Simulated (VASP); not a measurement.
# NiMoIrPdW (P-3m1) in VASP: a series of runs, part 2 of 3

VASP 6.6.1.

### 3 Electric field gradients, PBE, collinear spin, ferromagnetic start

Contents of INCAR:

```
SYSTEM = NiMoIrPdW
ALGO = Normal
EDIFF = 1E-8
ENCUT = 520
GGA = PE
ISIF = 2
ISMEAR = -1
ISPIN = 2
KPAR = 4
LASPH = .TRUE.
LCHARG = .FALSE.
LEFG = .TRUE.
LMAXMIX = 4
LORBIT = 11
LREAL = .FALSE.
LWAVE = .FALSE.
MAGMOM = 1 1 1 1 0 0 0.6 0.6 0 0
NELM = 150
PREC = Accurate
SIGMA = 0.05
```

Contents of KPOINTS:

```
k-points
0
G
  11 11 2
  0 0 0
```

Contents of POSCAR:

```
NiMoIrPdW
1.0
    2.7708500000      0.0000000000      0.0000000000
   -1.3854300000      2.3996300000      0.0000000000
    0.0000000000      0.0000000000     22.0196100000
Ni Mo Pd Ir W
2 2 2 2 2
Direct
    0.3333300000      0.6666700000      0.8508100000
    0.6666700000      0.3333300000      0.1491900000
    0.6666700000      0.3333300000      0.7605900000
    0.3333300000      0.6666700000      0.2394100000
    0.3333300000      0.6666700000      0.0532900000
    0.6666700000      0.3333300000      0.9467100000
    0.3333300000      0.6666700000      0.6582700000
    0.6666700000      0.3333300000      0.3417300000
    0.3333300000      0.6666700000      0.4441800000
    0.6666700000      0.3333300000      0.5558200000
```

Potentials or basis: VASP PAW PBE potentials, release 64 (Ni, Mo_sv, Pd, Ir, W_sv).

On the command line:

```
cat potpaw_PBE.64/Ni/POTCAR potpaw_PBE.64/Mo_sv/POTCAR potpaw_PBE.64/Pd/POTCAR potpaw_PBE.64/Ir/POTCAR potpaw_PBE.64/W_sv/POTCAR > POTCAR
mpirun -np 4 vasp_std > vasp.out
```

OUTCAR:

```text
SYSTEM = NiMoIrPdW
   EDIFF = 1E-8
   ENCUT = 520
   GGA = PE
   ISIF = 2
   ISMEAR = -1
   ISPIN = 2
   LASPH = .TRUE.
   LORBIT = 11
   LREAL = .FALSE.
   NELM = 150
   PREC = Accurate

 ion  position               nearest neighbor table
   1  0.333  0.667  0.851-   3 2.55   3 2.55   3 2.55   6 2.65   6 2.65   6 2.65
   2  0.667  0.333  0.149-   4 2.55   4 2.55   4 2.55   5 2.65   5 2.65   5 2.65
   3  0.667  0.333  0.761-   1 2.55   1 2.55   1 2.55   7 2.76   7 2.76   7 2.76
   4  0.333  0.667  0.239-   2 2.55   2 2.55   2 2.55   8 2.76   8 2.76   8 2.76
   5  0.333  0.667  0.053-   2 2.65   2 2.65   2 2.65   6 2.84   6 2.84   6 2.84
   6  0.667  0.333  0.947-   1 2.65   1 2.65   1 2.65   5 2.84   5 2.84   5 2.84
   7  0.333  0.667  0.658-   3 2.76   3 2.76   3 2.76  10 2.77  10 2.77  10 2.77
   8  0.667  0.333  0.342-   4 2.76   4 2.76   4 2.76   9 2.77   9 2.77   9 2.77
   9  0.333  0.667  0.444-   8 2.77   8 2.77   8 2.77  10 2.93  10 2.93  10 2.93
  10  0.667  0.333  0.556-   7 2.77   7 2.77   7 2.77   9 2.93   9 2.93   9 2.93

  LATTYP: Found a hexagonal cell.
 ALAT       =     2.7708500000
 C/A-ratio  =     7.9468791165

  Lattice vectors:

 A1 = (   2.7708500000,   0.0000000000,   0.0000000000)
 A2 = (  -1.3854300000,   2.3996300000,   0.0000000000)
 A3 = (   0.0000000000,   0.0000000000,  22.0196100000)

Analysis of symmetry for initial positions (statically):
=====================================================================
 Subroutine PRICEL returns:
 Original cell was already a primitive cell.

 Routine SETGRP: Setting up the symmetry group for a
 hexagonal supercell.

 Subroutine GETGRP returns: Found  4 space group operations
 (whereof  4 operations were pure point group operations)
 out of a pool of 24 trial point group operations.

The static configuration has the point symmetry C_2h.

Analysis of symmetry for dynamics (positions and initial velocities):
=====================================================================
 Subroutine PRICEL returns:
 Original cell was already a primitive cell.

 Routine SETGRP: Setting up the symmetry group for a
 hexagonal supercell.

 Subroutine GETGRP returns: Found  4 space group operations
 (whereof  4 operations were pure point group operations)
 out of a pool of 24 trial point group operations.

The dynamic configuration has the point symmetry C_2h.

Analysis of structural, dynamic, and magnetic symmetry:
=====================================================================
 Subroutine PRICEL returns:
 Original cell was already a primitive cell.

 Routine SETGRP: Setting up the symmetry group for a
 hexagonal supercell.

 Subroutine GETGRP returns: Found  4 space group operations
 (whereof  4 operations were pure point group operations)
 out of a pool of 24 trial point group operations.

The overall configuration has the point symmetry C_2h.

[... 3643 lines left out ...]
  -------------------------------------------------------------------------------------
  Total        0.5870986      0.5875300     -0.2999925      0.0003709     -0.0000994      0.0001721
  in kB        6.4247272      6.4294480     -3.2828725      0.0040587     -0.0010874      0.0018837
  external PRESSURE =       3.1904342 kB  Pullay stress =       0.0000000 kB

 VOLUME and BASIS-vectors are now :
 -----------------------------------------------------------------------------
  energy-cutoff  :      520.00
  volume of cell :      146.41
      direct lattice vectors                 reciprocal lattice vectors
     2.770850000  0.000000000  0.000000000     0.360900085  0.208366208  0.000000000
    -1.385430000  2.399630000  0.000000000     0.000000000  0.416730913  0.000000000
     0.000000000  0.000000000 22.019610000     0.000000000  0.000000000  0.045414065

 POSITION                                       TOTAL-FORCE (eV/Angst)
 -----------------------------------------------------------------------------------
     -0.00002      1.59976     18.73450         0.000091     -0.000052      0.071323
      1.38544      0.79987      3.28511        -0.000091      0.000052     -0.071323
      1.38544      0.79987     16.74790        -0.000142      0.000082     -0.079320
     -0.00002      1.59976      5.27171         0.000142     -0.000082      0.079320
     -0.00002      1.59976      1.17343         0.000038     -0.000022      0.008751
      1.38544      0.79987     20.84618        -0.000038      0.000022     -0.008751
     -0.00002      1.59976     14.49485         0.000156     -0.000090     -0.004948
      1.38544      0.79987      7.52476        -0.000156      0.000090      0.004948
     -0.00002      1.59976      9.78067         0.000097     -0.000056     -0.081635
      1.38544      0.79987     12.23894        -0.000097      0.000056      0.081635
 -----------------------------------------------------------------------------------
    total drift:                                0.000000      0.000000      0.000000

  FREE ENERGIE OF THE ION-ELECTRON SYSTEM (eV)
  ---------------------------------------------------
  free  energy   TOTEN  =       -86.9674931811 eV

  energy  without entropy=      -86.8796162715  energy(sigma->0) =      -86.92355473

 Electric field gradients (V/A^2)
---------------------------------------------------------------------
 ion       V_xx      V_yy      V_zz      V_xy      V_xz      V_yz
---------------------------------------------------------------------
   1      -9.821    -9.831    19.652     0.002     0.001    -0.000
   2      -9.821    -9.831    19.652     0.002     0.001    -0.000
   3       7.388     7.324   -14.712     0.014     0.001    -0.000
   4       7.388     7.324   -14.712     0.014     0.001    -0.000
   5      -0.765    -0.777     1.542     0.002    -0.000     0.000
   6      -0.765    -0.777     1.542     0.002    -0.000     0.000
   7      56.014    55.991  -112.005    -0.000     0.000    -0.000
   8      56.014    55.991  -112.005    -0.000     0.000    -0.000
   9      -7.461    -7.620    15.080     0.031    -0.001     0.001
  10      -7.461    -7.620    15.080     0.031    -0.001     0.001
---------------------------------------------------------------------

 Electric field gradients after diagonalization (V/A^2)
 (convention: |V_zz| > |V_xx| > |V_yy|)
----------------------------------------------------------------------
 ion       V_xx      V_yy      V_zz     asymmetry (V_yy - V_xx)/ V_zz
----------------------------------------------------------------------
   1      -9.831    -9.821    19.652       0.001
   2      -9.831    -9.821    19.652       0.001
   3       7.391     7.321   -14.712       0.005
   4       7.391     7.321   -14.712       0.005
   5      -0.777    -0.764     1.542       0.008
   6      -0.777    -0.764     1.542       0.008
   7      56.014    55.991  -112.005       0.000
   8      56.014    55.991  -112.005       0.000
   9      -7.625    -7.455    15.080       0.011
  10      -7.625    -7.455    15.080       0.011
----------------------------------------------------------------------

           NMR quadrupolar parameters

 Cq : quadrupolar parameter    Cq=e*Q*V_zz/h
 eta: asymmetry parameters     (V_yy - V_xx)/ V_zz
 Q  : nuclear electric quadrupole moment in mb (millibarn)
----------------------------------------------------------------------
 ion       Cq(MHz)       eta       Q (mb)
----------------------------------------------------------------------
   1       0.048       0.001       1.000
   2       0.048       0.001       1.000
   3      -0.036       0.005       1.000
   4      -0.036       0.005       1.000
   5       0.004       0.008       1.000
   6       0.004       0.008       1.000
   7      -0.271       0.000       1.000
   8      -0.271       0.000       1.000
   9       0.036       0.011       1.000
  10       0.036       0.011       1.000
----------------------------------------------------------------------

 total charge

# of ion       s       p       d       tot
------------------------------------------
    1        0.476   0.421   8.318   9.216
    2        0.476   0.421   8.318   9.216
    3        2.381   6.194   3.933  12.507
    4        2.381   6.194   3.933  12.507
    5        0.484   0.445   8.483   9.412
    6        0.484   0.445   8.483   9.412
    7        0.692   0.729   6.981   8.402
    8        0.692   0.729   6.981   8.402
    9        2.406   6.323   3.338  12.067
   10        2.406   6.323   3.338  12.067
--------------------------------------------------
tot         12.878  28.224  62.106 103.207

 magnetization (x)

# of ion       s       p       d       tot
------------------------------------------
    1        0.000  -0.000   0.000   0.000
    2        0.000  -0.000   0.000   0.000
    3        0.000  -0.000  -0.000  -0.000
    4        0.000  -0.000  -0.000  -0.000
    5       -0.000  -0.000   0.000   0.000
    6       -0.000  -0.000   0.000   0.000
    7       -0.000   0.000   0.000   0.000
    8       -0.000   0.000   0.000   0.000
    9        0.000   0.000  -0.000  -0.000
   10        0.000   0.000  -0.000  -0.000
--------------------------------------------------
tot          0.000  -0.000   0.000   0.000
```

Wall time 20 min (4 MPI ranks of Intel Xeon Platinum 8375C at 2.90GHz (Ice Lake), shared host); peak memory 1.2 GiB.

Results:

* Free energy: -86.9675 eV
* Pressure: 0.3 GPa
* Largest force: 0.082 eV/Å
* Band gap on the k mesh: none (metal or under the smearing width)
* Net moment: 0.00 μB per cell
* Valence electrons inside the program's atomic spheres: Ni 9.22; Mo 12.51; Pd 9.41; Ir 8.40; W 12.07

Forces in eV/Å, atoms in the order of the input:
```
Ni   0.000  0.000  0.071
Ni   0.000  0.000 -0.071
Mo   0.000  0.000 -0.079
Mo   0.000  0.000  0.079
Pd   0.000  0.000  0.009
Pd   0.000  0.000 -0.009
Ir   0.000  0.000 -0.005
Ir   0.000  0.000  0.005
W    0.000  0.000 -0.082
W    0.000  0.000  0.082
```

Electric field gradients, principal values (V/Å²):
```csv
atom,Vxx,Vyy,Vzz
1 Ni,-9.821,-9.831,19.652
2 Ni,-9.821,-9.831,19.652
3 Mo,7.321,7.391,-14.712
4 Mo,7.321,7.391,-14.712
5 Pd,-0.764,-0.777,1.542
6 Pd,-0.764,-0.777,1.542
7 Ir,55.991,56.014,-112.005
8 Ir,55.991,56.014,-112.005
9 W,-7.455,-7.625,15.080
10 W,-7.455,-7.625,15.080
```

[end of part 2 of 3]
